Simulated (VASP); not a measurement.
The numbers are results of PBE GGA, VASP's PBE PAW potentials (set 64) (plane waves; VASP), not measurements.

VASP input:

POSCAR:
```
GaSb
1
    0.0000000000     3.1012540000     3.0807420000
    3.1128740000     0.0000000000     3.0807420000
    3.1128740000     3.1012540000     0.0000000000
Ga Sb
1 1
Direct
  0.0000000000   0.0000000000   0.0000000000
  0.2425810000   0.2574190000   0.2574190000
```

KPOINTS:
```
Regular mesh
0
Gamma
1 1 1
```

### INCAR
```
! general
SYSTEM =GaSb
PREC   =Accurate
ENCUT  =400   ! plane-wave cut-off (eV)
LREAL  =F
LASPH  =T   ! aspherical one-centre terms

! electronic loop
EDIFF  =1E-6   ! SCF stop (eV)
NELM   =100
ALGO   =Normal
LMAXMIX=4   ! l cut-off of mixed one-centre charges

! smearing
ISMEAR =0
SIGMA  =0.05   ! width (eV)

! functional
GGA    =PE

! ions
ISIF   =2   ! forces and stress, cell fixed

! output
LWAVE  =F
LCHARG =F
```

POTCAR, in this order: Ga_d Sb (PBE.64 set). Program: vasp_std.

### Question
What will the output report for the number of irreducible k-points (NKPTS), number of bands (NBANDS), largest plane-wave count, number of space-group operations, FFT grid (NGX, NGY, NGZ)?

### Answer

* **number of irreducible k-points (NKPTS)**: 1
* **number of bands (NBANDS)**: 13
* **largest plane-wave count**: 1067
* **number of space-group operations**: 2
* **FFT grid (NGX, NGY, NGZ)**: 30 × 30 × 30

The compound is GaSb in the zinc blende structure. The cell was not relaxed at this level, atoms are displaced from their ideal sites. The k-mesh is coarse (spacing up to 1.76 per Å, 2π included), so the numbers may not be converged in it. The run is one of a series of settings (KPOINTS 1×1×1 Γ-centred mesh against the base run), some of them coarse on purpose.
